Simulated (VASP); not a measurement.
Method: PBE GGA with D4 dispersion, VASP's PBE PAW potentials (set 64) (plane waves; VASP 6.6.1).

Input for VASP

POSCAR:
```
Co
1.0
  1.2348546179  -2.1388311632   0.0000000000
  1.2348546179   2.1388311632   0.0000000000
  0.0000000000   0.0000000000   3.9882136675
Co
2
Cartesian
  1.2348546179   0.7129451470   0.9970534169
  1.2348546179  -0.7129451470   2.9911602506
```

### KPOINTS
```
Automatic mesh
0
Gamma
17 17 9
0 0 0
```

**INCAR**
```
! general
SYSTEM   =  Co
PREC     =  Accurate
ENCUT    =  520
LREAL    =  .FALSE.
LASPH    =  .TRUE.   ! aspherical one-centre terms

! electronic loop
EDIFF    =  1E-7   ! SCF stop (eV)
NELM     =  100   ! most electronic steps
ALGO     =  Normal   ! blocked Davidson
LMAXMIX  =  4   ! l cut-off of mixed one-centre charges

! smearing
ISMEAR   =  1   ! Methfessel-Paxton
SIGMA    =  0.1

! functional
GGA      =  PE   ! PBE
IVDW     =  13   ! D4

! spin
ISPIN    =  2
MAGMOM   =  1.6 1.6

! ions
IBRION   =  2   ! conjugate gradients
NSW      =  30
ISIF     =  4
EDIFFG   =  -0.01

! output
LWAVE    =  .FALSE.
LCHARG   =  .FALSE.
LORBIT   =  10
```

POTCAR, in this order: Co (PBE.64 set). Program: vasp_std.

The resulting files:

**OSZICAR**
```
       N       E                     dE             d eps       ncg     rms          rms(c)
DAV:   1     0.799940458330E+02    0.79994E+02   -0.83627E+03 10124   0.160E+03
DAV:   2    -0.139724174221E+02   -0.93966E+02   -0.86964E+02  9914   0.256E+02
DAV:   3    -0.161401068915E+02   -0.21677E+01   -0.21043E+01 11762   0.554E+01
DAV:   4    -0.161732751286E+02   -0.33168E-01   -0.33160E-01 14388   0.525E+00
DAV:   5    -0.161735495553E+02   -0.27443E-03   -0.27442E-03 12360   0.454E-01    0.152E+01
DAV:   6    -0.144439852603E+02    0.17296E+01   -0.13018E+01 10726   0.742E+01    0.698E+00
DAV:   7    -0.140903455446E+02    0.35364E+00   -0.17533E+00 11265   0.262E+01    0.388E+00
DAV:   8    -0.140749528229E+02    0.15393E-01   -0.23232E-02 13687   0.185E+00    0.199E+00
DAV:   9    -0.140590570008E+02    0.15896E-01   -0.54287E-03 15124   0.125E+00    0.666E-01
DAV:  10    -0.140600679729E+02   -0.10110E-02   -0.10270E-03 13908   0.487E-01    0.293E-01
DAV:  11    -0.140601541741E+02   -0.86201E-04   -0.30876E-04 13328   0.280E-01    0.286E-02
DAV:  12    -0.140601537548E+02    0.41927E-06   -0.11827E-05 11049   0.388E-02    0.157E-02
DAV:  13    -0.140601527803E+02    0.97451E-06   -0.23632E-06 14211   0.221E-02    0.980E-03
DAV:  14    -0.140601532022E+02   -0.42191E-06   -0.44091E-07 11401   0.871E-03    0.375E-03
DAV:  15    -0.140601528894E+02    0.31288E-06   -0.58865E-08  5776   0.444E-03    0.779E-04
DAV:  16    -0.140601528317E+02    0.57699E-07   -0.12881E-08  5587   0.152E-03
   1 F= -.14940344E+02 E0= -.14940602E+02  d E =-.149403E+02  mag=     3.1907
       N       E                     dE             d eps       ncg     rms          rms(c)
DAV:   1    -0.140603234517E+02   -0.17056E-03   -0.52866E-03 11090   0.627E-01    0.791E-02
DAV:   2    -0.140602150294E+02    0.10842E-03   -0.77285E-05 13429   0.157E-01    0.407E-02
DAV:   3    -0.140601767198E+02    0.38310E-04   -0.49683E-05 12251   0.821E-02    0.118E-02
DAV:   4    -0.140601785894E+02   -0.18696E-05   -0.41486E-06 11132   0.296E-02    0.293E-03
DAV:   5    -0.140601783115E+02    0.27789E-06   -0.24540E-07  8949   0.926E-03    0.189E-03
DAV:   6    -0.140601781953E+02    0.11619E-06   -0.91092E-08  5677   0.484E-03    0.880E-04
DAV:   7    -0.140601781816E+02    0.13669E-07   -0.36096E-08  5205   0.189E-03
   2 F= -.14940377E+02 E0= -.14940639E+02  d E =-.334973E-04  mag=     3.1903
```

OUTCAR:
```
------------------------ aborting loop because EDIFF is reached ----------------------------------------
  Edisp (eV):   -0.88020
  FORCE on cell =-STRESS in cart. coord.  units (eV):
  Direction    XX          YY          ZZ          XY          YZ          ZX
  --------------------------------------------------------------------------------------
  Total       0.00056     0.00056     0.00316     0.00000     0.00000    -0.00000
  in kB       0.04243     0.04243     0.24051     0.00000     0.00000    -0.00000
  external pressure =        0.11 kB  Pullay stress =        0.00 kB
  volume of cell :       21.07
      direct lattice vectors                 reciprocal lattice vectors
     1.235452894 -2.139867408 -0.000000000     0.404709886 -0.233659337  0.000000000
     1.235452894  2.139867408 -0.000000000     0.404709886  0.233659337  0.000000000
     0.000000000  0.000000000  3.984351968     0.000000000  0.000000000  0.250981843
 POSITION                                       TOTAL-FORCE (eV/Angst)
 -----------------------------------------------------------------------------------
      1.23545      0.71329      0.99609        -0.000000     -0.000000      0.000000
      1.23545     -0.71329      2.98826         0.000000      0.000000      0.000000
 -----------------------------------------------------------------------------------
    total drift:                                0.000000     -0.000002     -0.000029
  FREE ENERGIE OF THE ION-ELECTRON SYSTEM (eV)
  ---------------------------------------------------
  free  energy   TOTEN  =       -14.9403773238 eV

  energy  without entropy=      -14.9411630472  energy(sigma->0) =      -14.94063923

 total charge

# of ion       s       p       d       tot
------------------------------------------
    1        0.501   0.547   7.284   8.332
    2        0.501   0.547   7.284   8.332
--------------------------------------------------
tot          1.003   1.095  14.567  16.665

 magnetization (x)

# of ion       s       p       d       tot
------------------------------------------
    1       -0.015  -0.054   1.678   1.609
    2       -0.015  -0.054   1.678   1.609
--------------------------------------------------
tot         -0.030  -0.108   3.356   3.218

 reached required accuracy - stopping structural energy minimisation
```
(Selected blocks of OUTCAR.)

CONTCAR:
```
Co
   1.00000000000000
     1.2354528936617686   -2.1398674075613693   -0.0000000000000000
     1.2354528936617686    2.1398674075613693   -0.0000000000000000
     0.0000000000000000    0.0000000000000000    3.9843519676755004
  Co
     2
Direct
     0.3333330000000032    0.6666669999999968    0.2500000000000000
     0.6666669999999968    0.3333330000000032    0.7500000000000000
```

The compound is Co in the hcp structure. This run relaxes it. Symmetry was kept, so distortions that lower it aren't found.
